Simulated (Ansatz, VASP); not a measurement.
# Cross-check of AlN between VASP and Ansatz, part 2 of 3

Aim: how closely do two programs agree when they are given the same cell, functional and k mesh? The cell is taken from a series of runs on this material, whose earlier steps may have relaxed, scaled, displaced or heated it; both programs get it as it stands.

VASP 6.6.1 and Ansatz 0.2.0.

So far: Set-up; VASP: zone-centre phonons, LDA, pair 1.

## 2. VASP: zone-centre phonons, LDA, pair 1 (continued)

Level of this step: LDA; plane waves and PAW (N, Al) (VASP).

Numbers of over 12 decimals in the logs are rounded to 6 here.

Parts of OUTCAR (step 2):

```text
ion  position               nearest neighbor table
   1  0.333  0.667  0.381-   4 1.89   4 1.89   4 1.89   3 1.90
   2  0.667  0.333  0.881-   3 1.89   3 1.89   3 1.89   4 1.90
   3  0.333  0.667  0.999-   2 1.89   2 1.89   2 1.89   1 1.90   4 3.07   4 3.07   4 3.07   4 3.07
                             4 3.07   4 3.07
   4  0.667  0.333  0.499-   1 1.89   1 1.89   1 1.89   2 1.90   3 3.07   3 3.07   3 3.07   3 3.07
                             3 3.07   3 3.07

  LATTYP: Found a hexagonal cell.
 ALAT       =     3.1077319794
 C/A-ratio  =     1.6025263085

 Subroutine GETGRP returns: Found 12 space group operations
 (whereof  6 operations were pure point group operations)

The static configuration has the point symmetry C_3v.
 The point group associated with its full space group is C_6v.

 Found     48 irreducible k-points:

   k-points           NKPTS =     48   k-points in BZ     NKDIM =     48   number of bands    NBANDS=     14

   dimension x,y,z NGX =    28 NGY =   28 NGZ =   40
   dimension x,y,z NGXF=    56 NGYF=   56 NGZF=   80

   ENCUT  =  600.0 eV  44.10 Ry    6.64 a.u.   6.21  6.21  9.95*2*pi/ulx,y,z

   NELECT =      16.0000    total number of electrons

 k-points in reciprocal lattice and weights: Automatic mesh
   0.00000000  0.00000000  0.00000000       0.002
   0.11111111  0.00000000  0.00000000       0.012
   0.22222222  0.00000000  0.00000000       0.012
   0.33333333  0.00000000  0.00000000       0.012
   0.44444444  0.00000000  0.00000000       0.012
   0.11111111  0.11111111  0.00000000       0.012
   0.22222222  0.11111111  0.00000000       0.025
   0.33333333  0.11111111  0.00000000       0.025
   0.44444444  0.11111111  0.00000000       0.012
[...]
0.33333333  0.22222222  0.50000000       0.025
   0.33333333  0.33333333  0.50000000       0.004

 average (electrostatic) potential at core
       1 -59.8787       2 -59.8787       3 -69.9139       4 -69.9139

 POSITION                                       TOTAL-FORCE (eV/Angst)
 -----------------------------------------------------------------------------------
     -0.00000      1.79425      1.89650        -0.000000     -0.000000      0.000387
      1.55387      0.89712      4.38661         0.000000      0.000000      0.000387
     -0.00000      1.79425      4.97621        -0.000000      0.000000     -0.000387
      1.55387      0.89712      2.48610        -0.000000     -0.000000     -0.000387
 -----------------------------------------------------------------------------------
    total drift:                                0.000000     -0.000000     -0.000784

 MACROSCOPIC STATIC DIELECTRIC TENSOR (including local field effects in DFT)
 ------------------------------------------------------
           4.434299     0.000000     0.000000
           0.000000     4.434299     0.000000
          -0.000000     0.000000     4.653041
 ------------------------------------------------------

 PIEZOELECTRIC TENSOR (including local field effects)  for field in x, y, z        (C/m^2)
          XX          YY          ZZ          XY          YZ          ZX
  --------------------------------------------------------------------------------
  x     0.00000    -0.00000     0.00000     0.00000     0.00000     0.33736
  y    -0.00000     0.00000     0.00000    -0.00000     0.33736     0.00000
  z     0.26223     0.26223    -0.39844     0.00000    -0.00000     0.00000

 BORN EFFECTIVE CHARGES (including local field effects) (in |e|, cummulative output)
 ---------------------------------------------------------------------------------
 ion    1
    1    -2.51262     0.00000     0.00000
    2     0.00000    -2.51262    -0.00000
    3     0.00000     0.00000    -2.67240
 ion    2
    1    -2.51262     0.00000     0.00000
    2     0.00000    -2.51262     0.00000
    3     0.00000     0.00000    -2.67240
 ion    3
    1     2.51262    -0.00000     0.00000
    2     0.00000     2.51262     0.00000
    3     0.00000     0.00000     2.67240
 ion    4
    1     2.51262     0.00000     0.00000
    2     0.00000     2.51262    -0.00000
    3    -0.00000    -0.00000     2.67240

 Eigenvectors and eigenvalues of the dynamical matrix
 ----------------------------------------------------

   1 f  =   21.538769 THz   135.332077 2PiTHz  718.456002 cm-1    89.077151 meV
             X         Y         Z           dx          dy          dz
     -0.000000  1.794250  1.896499    -0.000000   -0.000000    0.706989
      1.553866  0.897125  4.386610    -0.000000   -0.000000   -0.706989
     -0.000000  1.794250  4.976208     0.000000    0.000000    0.012880
      1.553866  0.897125  2.486096     0.000000    0.000000   -0.012880

   2 f  =   19.938090 THz   125.274717 2PiTHz  665.063111 cm-1    82.457280 meV
             X         Y         Z           dx          dy          dz
     -0.000000  1.794250  1.896499    -0.573758    0.000002   -0.000000
      1.553866  0.897125  4.386610    -0.573758    0.000002    0.000000
     -0.000000  1.794250  4.976208     0.413282   -0.000002   -0.000000
      1.553866  0.897125  2.486096     0.413282   -0.000002   -0.000000

   3 f  =   19.938090 THz   125.274717 2PiTHz  665.063111 cm-1    82.457280 meV
             X         Y         Z           dx          dy          dz
     -0.000000  1.794250  1.896499     0.000002    0.573758    0.000000
      1.553866  0.897125  4.386610     0.000002    0.573758   -0.000000
     -0.000000  1.794250  4.976208    -0.000002   -0.413282   -0.000000
      1.553866  0.897125  2.486096    -0.000002   -0.413282    0.000000

   4 f  =   19.557944 THz   122.886189 2PiTHz  652.382802 cm-1    80.885122 meV
             X         Y         Z           dx          dy          dz
     -0.000000  1.794250  1.896499     0.595755    0.000003   -0.000000
      1.553866  0.897125  4.386610    -0.595755   -0.000003   -0.000000
     -0.000000  1.794250  4.976208     0.380888    0.000002    0.000000
      1.553866  0.897125  2.486096    -0.380888   -0.000002    0.000000

   5 f  =   19.557944 THz   122.886189 2PiTHz  652.382802 cm-1    80.885122 meV
             X         Y         Z           dx          dy          dz
     -0.000000  1.794250  1.896499    -0.000003    0.595755    0.000000
      1.553866  0.897125  4.386610     0.000003   -0.595755   -0.000000
     -0.000000  1.794250  4.976208    -0.000002    0.380888   -0.000000
      1.553866  0.897125  2.486096     0.000002   -0.380888    0.000000

   6 f  =   18.274471 THz   114.821888 2PiTHz  609.570741 cm-1    75.577106 meV
             X         Y         Z           dx          dy          dz
     -0.000000  1.794250  1.896499    -0.000000    0.000000   -0.573718
      1.553866  0.897125  4.386610     0.000000   -0.000000   -0.573718
     -0.000000  1.794250  4.976208     0.000000    0.000000    0.413337
      1.553866  0.897125  2.486096     0.000000   -0.000000    0.413337

   7 f  =   16.344012 THz   102.692456 2PiTHz  545.177555 cm-1    67.593372 meV
             X         Y         Z           dx          dy          dz
     -0.000000  1.794250  1.896499    -0.000000    0.000000   -0.012880
      1.553866  0.897125  4.386610     0.000000   -0.000000    0.012880
     -0.000000  1.794250  4.976208     0.000000   -0.000000    0.706989
      1.553866  0.897125  2.486096    -0.000000   -0.000000   -0.706989

   8 f  =    7.177013 THz    45.094502 2PiTHz  239.399382 cm-1    29.681727 meV
             X         Y         Z           dx          dy          dz
     -0.000000  1.794250  1.896499     0.380888    0.000045   -0.000000
      1.553866  0.897125  4.386610    -0.380888   -0.000045   -0.000000
     -0.000000  1.794250  4.976208    -0.595755   -0.000070   -0.000000
      1.553866  0.897125  2.486096     0.595755    0.000070   -0.000000

   9 f  =    7.177013 THz    45.094502 2PiTHz  239.399382 cm-1    29.681727 meV
             X         Y         Z           dx          dy          dz
     -0.000000  1.794250  1.896499     0.000045   -0.380888   -0.000000
      1.553866  0.897125  4.386610    -0.000045    0.380888   -0.000000
     -0.000000  1.794250  4.976208    -0.000070    0.595755   -0.000000
      1.553866  0.897125  2.486096     0.000070   -0.595755   -0.000000

  10 f/i=    0.000710 THz     0.004464 2PiTHz    0.023699 cm-1     0.002938 meV
             X         Y         Z           dx          dy          dz
     -0.000000  1.794250  1.896499     0.139869   -0.388894   -0.000000
      1.553866  0.897125  4.386610     0.139869   -0.388894   -0.000000
     -0.000000  1.794250  4.976208     0.194180   -0.539900   -0.000000
      1.553866  0.897125  2.486096     0.194180   -0.539900   -0.000000

  11 f/i=    0.000710 THz     0.004464 2PiTHz    0.023699 cm-1     0.002938 meV
             X         Y         Z           dx          dy          dz
     -0.000000  1.794250  1.896499    -0.388894   -0.139869    0.000000
      1.553866  0.897125  4.386610    -0.388894   -0.139869    0.000000
     -0.000000  1.794250  4.976208    -0.539900   -0.194180    0.000000
      1.553866  0.897125  2.486096    -0.539900   -0.194180    0.000000

  12 f/i=    0.001098 THz     0.006898 2PiTHz    0.036620 cm-1     0.004540 meV
             X         Y         Z           dx          dy          dz
     -0.000000  1.794250  1.896499    -0.000000    0.000000   -0.413337
      1.553866  0.897125  4.386610    -0.000000    0.000000   -0.413337
     -0.000000  1.794250  4.976208    -0.000000    0.000000   -0.573718
      1.553866  0.897125  2.486096    -0.000000    0.000000   -0.573718

 MACROSCOPIC STATIC DIELECTRIC TENSOR IONIC CONTRIBUTION
 ------------------------------------------------------
           3.658516     0.000000     0.000000
           0.000000     3.658516     0.000000
           0.000000     0.000000     4.926113
 ------------------------------------------------------

 ELASTIC MODULI CONTR FROM IONIC RELAXATION (kBar)
 Direction    XX          YY          ZZ          XY          YZ          ZX
 --------------------------------------------------------------------------------
 XX        -675.1958    321.3595    391.4801     -0.0000     -0.0000     -0.0000
 YY         321.3595   -675.1958    391.4801      0.0000     -0.0000      0.0000
 ZZ         391.4801    391.4801   -866.2573      0.0000      0.0000      0.0000
 XY          -0.0000      0.0000      0.0000   -498.2777     -0.0000      0.0000
 YZ           0.0000      0.0000      0.0000     -0.0000   -124.2156     -0.0000
 ZX          -0.0000      0.0000      0.0000     -0.0000     -0.0000   -132.6242
 --------------------------------------------------------------------------------

 PIEZOELECTRIC TENSOR IONIC CONTR  for field in x, y, z        (C/m^2)
          XX          YY          ZZ          XY          YZ          ZX
  --------------------------------------------------------------------------------
  x    -0.00000     0.00000     0.00000     0.00000    -0.00000    -0.65544
  y    -0.00000     0.00000     0.00000    -0.00000    -0.63433    -0.00000
  z    -0.87844    -0.87844     1.94378    -0.00000    -0.00000    -0.00000
```

## 3. Ansatz: zone-centre phonons, LDA, pair 1

Ansatz runs on its PAW soft_1 files.

The same cell, functional (in two slightly different forms) and mesh now go to Ansatz, which takes its cutoff from its data sets.

input.yaml reads:

```yaml
crystal:
  lattice:
    - [3.1077319794, 0.0, 0.0]
    - [-1.5538659897, 2.6913748423, 0.0]
    - [0.0, 0.0, 4.9802222567]
  atoms:
    - { symbol: "N", position: [0.3333333333, 0.6666666667, 0.3808061294] }
    - { symbol: "N", position: [0.6666666667, 0.3333333333, 0.8808061294] }
    - { symbol: Al, position: [0.3333333333, 0.6666666667, -0.0008061294] }
    - { symbol: Al, position: [0.6666666667, 0.3333333333, 0.4991938706] }
kpoints:
  mp_grid: { grid: [9, 9, 6] }
hamiltonian:
  xc: lda
  pseudopotentials: { kind: paw, azcp: { folder: soft_1 }, xc_functional: pbe }
scf:
  occupations: { method: fixed }
output:
  eigenvalues: true
phonons:
  method: dfpt
  dielectric: true
  rigid_motions: translations
```

The run is started by

```
ansatz run input.yaml --threads 8 --pin off --max-ram 16384MiB --backend cpu --events-out ev --progress --plain --runs-dir out
```

The log of the run:

```text
Engine: ansatz 0.2.0, x86_64-unknown-linux-gnu
Pseudopotentials: kind: paw
Pseudopotential: N, paw, valence charge 5, recommended cutoff 420 eV (normal), soft_1/N.paw.azcp
Pseudopotential: Al, paw, valence charge 3, recommended cutoff 420 eV (normal), soft_1/Al.paw.azcp
Functional definition: SPW92
  exchange = slater_x
  correlation = pw_c
Crystal: 4 atoms, lattice volume = 41.655 Å³
Basis set: ecut = 420 eV, 809 PW (Γ), exchange–correlation on 48×48×72 points (8 copies of the dense FFT grid, shifted against one another)
Bands: 12, of which v1, the nominal top of the filled ones, is band 8 counted from 1 (7 counted from 0)
Symmetry: 12 space group operations
k-points: 140 of 486 (irreducible under 2 space group operations, time reversal used)
Non-local potential: N, projectors of the file, l = 0: 2, l = 1: 2, l = 2: 1
Non-local potential: Al, projectors of the file, l = 0: 2, l = 1: 2, l = 2: 1
PAW form: soft (Blöchl's): semilocal exchange-correlation on the pseudo side does not see the compensation charge
PAW frozen core: N, regenerated for the run's functional, and the local potential with it (the file was generated under x = pbe(κ = 0.804, μ = 0.219515), c = pbe(β = 0.066725))
PAW frozen core: Al, regenerated for the run's functional, and the local potential with it (the file was generated under x = pbe(κ = 0.804, μ = 0.219515), c = pbe(β = 0.066725))
PAW one-centre angular grid: N, 110 points (default); XC on 64 Gauss nodes
PAW one-centre angular grid: Al, 110 points (default); XC on 64 Gauss nodes
Initial density: superposition of atomic densities (chi_scale 0.1, normalization cell, long waves kept (reshape's long-wave potential 0.00 eV rms))
Initial wavefunctions: pseudopotential atomic-orbital guess
Functional: x = slater, c = lda
SCF iter   1: F=—  HF=-1782.670405 eV  |F-HF|=—  |Δ(HF+E_count)|=         —  Δρ=1.34e-1  dr2=9.12e0  ethr=3.10e-3  ⟨swp⟩=4.8  Hψ=9095  notcnv=0  defer=110
preconditioner: auto → none  [insulator: Δε(μ)=5.625 eV  Ē_g=14.191 eV  n_scr=2 (ndim 8)  ℏωp=23.0 eV  f_vac=0.000  ε∞_Penn≈3.6]
SCF iter   2: F=—  HF=-1780.189404 eV  |F-HF|=—  |Δ(HF+E_count)|=    2.48e0  Δρ=7.66e-2  dr2=1.49e0  ethr=3.10e-3  ⟨swp⟩=3.4  Hψ=5161  notcnv=0  defer=271
SCF iter   3: F=—  HF=-1779.741356 eV  |F-HF|=—  |Δ(HF+E_count)|=   4.48e-1  Δρ=2.19e-2  dr2=1.05e-1  ethr=3.10e-3  ⟨swp⟩=2.1  Hψ=4050  notcnv=0  defer=257
SCF iter   4: F=—  HF=-1779.702430 eV  |F-HF|=—  |Δ(HF+E_count)|=   3.89e-2  Δρ=8.90e-4  dr2=1.00e-4  ethr=6.54e-4  ⟨swp⟩=2.0  Hψ=2013  notcnv=0  defer=280
SCF iter   5: F=—  HF=-1779.702343 eV  |F-HF|=—  |Δ(HF+E_count)|=   8.77e-5  Δρ=2.27e-4  dr2=6.25e-6  ethr=6.25e-7  ⟨swp⟩=2.0  Hψ=2801  notcnv=0  defer=280
SCF iter   6: F=—  HF=-1779.702338 eV  |F-HF|=—  |Δ(HF+E_count)|=   4.99e-6  Δρ=1.88e-5  dr2=8.04e-8  ethr=3.90e-8  ⟨swp⟩=2.0  Hψ=2800  notcnv=0  defer=2
SCF iter   7: F=—  HF=-1779.702338 eV  |F-HF|=—  |Δ(HF+E_count)|=   2.55e-7  Δρ=3.32e-6  dr2=1.98e-9  ethr=5.02e-10  ⟨swp⟩=2.0  Hψ=2510  notcnv=0
SCF iter   8: F=-1779.702338 eV  HF=-1779.702338 eV  |F-HF|=4.87e-11  |Δ(HF+E_count)|=  2.05e-11  Δρ=5.22e-7  dr2=7.48e-11  ethr=1.00e-12  ⟨swp⟩=7.0  Hψ=9826  notcnv=0
SCF 1 converged in 8 iterations: F = -1779.702338 eV  dr2 = 7.48e-11
  greatest PAW one-centre occupation: 0.782 electrons in one spin orbital (limit 2), on the N atom at site 1 (counted from 0), in its partial waves of l = 0
NSCF: frozen V_eff on 4 k-points
DFPT response loops at Γ: preconditioner auto → none (the input reference at scf.mixing.eps_inf says where Resta's filter doesn't serve); β = 0.50; Broyden in place of MSR1
── the response to a field inside a basis, on 10×10×6 k-points: an SCF that follows is theirs, and a resumed run solves both again ──
Bands: 9, of which v1, the nominal top of the filled ones, is band 8 counted from 1 (7 counted from 0)
k-points: 90 of 600 (irreducible under 4 space group operations, time reversal used)
Initial density: handed on by an earlier stage of this run
Initial wavefunctions: pseudopotential atomic-orbital guess (no wavefunctions were taken with the density)
Eigensolver: Dense (90 Hₖ)
SCF iter   1: F=—  HF=-1779.704559 eV  |F-HF|=—  |Δ(HF+E_count)|=         —  Δρ=3.98e-4  dr2=9.22e-6  ethr=1.00e-1
preconditioner: auto → none  [insulator: Δε(μ)=4.646 eV  Ē_g=11.074 eV  n_scr=2 (ndim 8)  ℏωp=23.0 eV  f_vac=0.000  ε∞_Penn≈5.3]
SCF iter   2: F=—  HF=-1779.704559 eV  |F-HF|=—  |Δ(HF+E_count)|=   6.52e-7  Δρ=1.92e-4  dr2=2.68e-6  ethr=5.76e-8
SCF iter   3: F=—  HF=-1779.704560 eV  |F-HF|=—  |Δ(HF+E_count)|=   8.27e-7  Δρ=6.88e-5  dr2=1.07e-6  ethr=1.67e-8
SCF iter   4: F=-1779.704560 eV  HF=-1779.704560 eV  |F-HF|=3.66e-10  |Δ(HF+E_count)|=   2.75e-7  Δρ=5.75e-6  dr2=3.65e-9  ethr=6.71e-9
SCF 1 converged in 4 iterations: F = -1779.704560 eV  dr2 = 3.65e-9
DFPT response loops at Γ: mixed as the last ones told, above
SCF converged after 8 iterations
Free energy (F): -1779.702338 eV
Harris-Foulkes:  -1779.702338 eV  (|F-HF|=4.87e-11)
Internal energy: -1779.702338 eV  (E = F + TS)
E sigma→0 (E₀):  -1779.702338 eV
Fermi energy:    6.873093 eV
--- Per-component energies (eV) ---
  E_band       = 26.636722
  E_kinetic    = 312.261527
  E_local      = -421.426281  (includes V_loc(G=0)·N_el)
  E_nonlocal   = 93.039413
  E_hartree    = 153.412751
  E_xc         = -195.864922
  E_vxc        = -213.197755  (∫ρ·V_xc dr)
  E_paw        = -1129.024296  (= ΣΔE_a)
  E_vpaw       = -50.867430  (= ΣTr[D̂ρ^β])
  E_aug_tail   = 0.001682  (compensation charges beyond the density's cutoff)
  E_ewald      = -592.373734
  E_core_change = 0.271521  (= ΣΔE_core)
  E_smearing   = -0.000000  (= −TS)
  E_closure    = -0.000000  (closes the sum)
  Σ components = -1779.702338   (vs F -1779.702338, Δ=0.00e0)
--- Band table (eV; the first three rows and the last of 140) ---
  k-point 0: bands = [... 4 lower, 6.0131, 6.6636, 6.6636, 6.8731, 11.1214, 13.4580, 17.3705, 17.8607]
  k-point 1: bands = [... 4 lower, 6.0545, 6.2754, 6.6174, 6.6174, 11.6040, 13.5302, 17.1934, 17.8311]
  k-point 2: bands = [... 4 lower, 6.1685, 6.1685, 6.4935, 6.4935, 12.5365, 13.6108, 16.9020, 17.8535]
  k-point 139: bands = [... 4 lower, 4.2973, 4.2973, 5.7821, 5.7821, 13.3438, 13.3438, 16.0873, 16.0873]
--- Phonons (Γ-DFPT): 4 representative perturbations + reference, on 140 of 486 k-points (Σ response iterations 12) ---
  k mesh reduced under 2 symmetry operations, with k and −k counted as one. Each operation leaves every solved perturbation unchanged. A smaller set is not considered because the run solves the response to a homogeneous field
  ASR residual: 9.563e-5 → 0.000e0 eV/Å²; symmetrization residual: 4.242e-6 eV/Å²
  ASR residual per site (eV/Å²): 9.56e-5 9.56e-5 6.65e-5 6.65e-5
  Γ frequencies (cm⁻¹): 0.00 0.00 0.00 239.66 239.66 543.23 604.15 646.01 646.01 659.40 659.40 714.23
  ε∞ (high-frequency dielectric tensor):
        4.434650     0.000000     0.000000
        0.000000     4.434650    -0.000000
        0.000000    -0.000000     4.655376
  ε⁰ (static dielectric tensor: ions relaxed, cell fixed):
        8.199599    -0.000000     0.000000
       -0.000000     8.199599    -0.000000
        0.000000    -0.000000     9.719627
  ε⁰ − ε∞ (ionic part):
        3.764949    -0.000000     0.000000
       -0.000000     3.764949    -0.000000
        0.000000    -0.000000     5.064251
  softest optical mode at Γ: 239.66 cm⁻¹; the repairs (sum rule, projections) moved no ω² at Γ by more than (1.69 cm⁻¹)²
  Born effective charges Z* (e; rows j = field, columns β = displacement):
    site 0:
        -2.52763   -0.00000   -0.00000
         0.00000   -2.52763    0.00000
        -0.00000    0.00000   -2.68588
    site 1:
        -2.52763   -0.00000   -0.00000
        -0.00000   -2.52763    0.00000
        -0.00000    0.00000   -2.68588
    site 2:
         2.52763    0.00000    0.00000
         0.00000    2.52763   -0.00000
         0.00000   -0.00000    2.68588
    site 3:
         2.52763    0.00000    0.00000
         0.00000    2.52763   -0.00000
         0.00000   -0.00000    2.68588
  Z* charge neutrality: 1.289e-3 e pre-enforcement
  solved inside a basis spanned on kpoints, on 10×10×6 k-points, its susceptibility summed on 16×16×10: ε∞ is read to err by 1.3e-2, Z* by 1.0e-2 e (field_mesh: kpoints solves on kpoints); Z* is corrected for what the basis lacks
  optical modes at Γ without the LO–TO term, one row a degenerate level:
      ω (cm⁻¹)  modes    IR ((D/Å)²/amu)
        239.66      2             0.0000
        543.23      1             0.0000
        604.15      1            36.1008
[...]
optical modes at Γ + LO–TO along q̂ = [1.0000, 0.0000, 0.0000]:
      ω (cm⁻¹)  modes    IR ((D/Å)²/amu)
[...]
optical modes at Γ + LO–TO along q̂ = [0.0000, 1.0000, 0.0000]:
      ω (cm⁻¹)  modes    IR ((D/Å)²/amu)
[...]
714.23      1             0.0000
        896.64      1            31.9720
  optical modes at Γ + LO–TO along q̂ = [0.0000, 0.0000, 1.0000]:
      ω (cm⁻¹)  modes    IR ((D/Å)²/amu)
        239.66      2             0.0000
        543.23      1             0.0000
        646.01      2             0.0000
        659.40      2            63.9439
        714.23      1             0.0000
        872.96      1            36.1008
```

Reading the cycles: dr2 is the Hartree energy of the density residual (eV), the measure of convergence; HF is the Harris–Foulkes estimate of the energy, which meets the free energy F at convergence.

(Continued in part 3 of 3.)

[Lines on the potential files, build, host, timing and source positions are cut from VASP's logs without a mark.]

[Logs are printed without paths, hosts, clocks, repeated set-up lines and the standing remarks that a program may print on its own settings, such as how far it seeks lower states.]

[Hosts, paths, dates, database ids (printed as entryN), source tags and the programs' standing remarks are cut or masked in the printed files.]
